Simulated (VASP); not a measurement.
An input for Quantum ESPRESSO's pw.x (written as the equivalent of a VASP run, and not itself run):

```
&CONTROL
  calculation = 'vc-relax'
  pseudo_dir = './pseudo'
  outdir = './out'
  tprnfor = .true.
  tstress = .true.
  nstep = 40
  forc_conv_thr = 0.00078
/
&SYSTEM
  ibrav = 0
  nat = 5
  ntyp = 3
  ecutwfc = 84
  occupations = 'smearing'
  smearing = 'gaussian'
  degauss = 0.003675
  input_dft = 'pz'
/
&ELECTRONS
  conv_thr = 7.3e-08
  electron_maxstep = 100
/
&IONS
/
&CELL
  press = 50
/
ATOMIC_SPECIES
  Ba 137.327 Ba.upf
  Ti 47.867 Ti.upf
  O 15.999 O.upf
CELL_PARAMETERS angstrom
     3.9497327    0.0000000    0.0000000
     0.0000000    3.9497327    0.0000000
     0.0000000    0.0000000    3.9497327
ATOMIC_POSITIONS crystal
  Ba   0.0000000  0.0000000  0.0000000
  Ti   0.5000000  0.5000000  0.5000000
  O    0.5000000  0.0000000  0.5000000
  O    0.0000000  0.5000000  0.5000000
  O    0.5000000  0.5000000  0.0000000
K_POINTS automatic
  6 6 6 0 0 0
```

Task: Translate this input to VASP (INCAR, KPOINTS, POSCAR, choice of POTCAR).

Result: This is not unique; one that fits is 
File KPOINTS:
```
Automatic mesh
0
G
  6 6 6
0 0 0
```

File POSCAR:
```
BaTiO3
1
    3.9497327172     0.0000000000     0.0000000000
    0.0000000000     3.9497327172     0.0000000000
    0.0000000000     0.0000000000     3.9497327172
Ba Ti O
1 1 3
Direct
  0.0000000000   0.0000000000   0.0000000000
  0.5000000000   0.5000000000   0.5000000000
  0.5000000000   0.0000000000   0.5000000000
  0.0000000000   0.5000000000   0.5000000000
  0.5000000000   0.5000000000   0.0000000000
```

### INCAR
```
# general
SYSTEM  = BaTiO3
PREC    = Accurate
ENCUT   = 620
LREAL   = .False.
LASPH   = .True.

# electronic loop
EDIFF   = 1E-6
NELM    = 100
ALGO    = Normal
LMAXMIX = 4

# smearing
ISMEAR  = 0
SIGMA   = 0.05

# ions
IBRION  = 2
NSW     = 40
ISIF    = 3
EDIFFG  = -0.02
PSTRESS = 50

# output
LWAVE   = .False.
LCHARG  = .False.
```

POTCAR, in this order: Ba_sv Ti_sv O (LDA.64 set). Program: vasp_std.

What does not carry over: the potentials are each code's own (VASP's PAW set, PseudoDojo norm-conserving files in pw.x), so ENCUT and ecutwfc are chosen apart and not converted; conv_thr bounds pw.x's estimated SCF error, while EDIFF bounds the energy change between steps; forc_conv_thr acts on force components and is met together with etot_conv_thr.

The compound is BaTiO3 in the cubic perovskite structure, the ideal cubic form; the compound distorts at low or room temperature. This run relaxes it under an external pressure of 5 GPa. Symmetry was kept, so distortions that lower it aren't found.
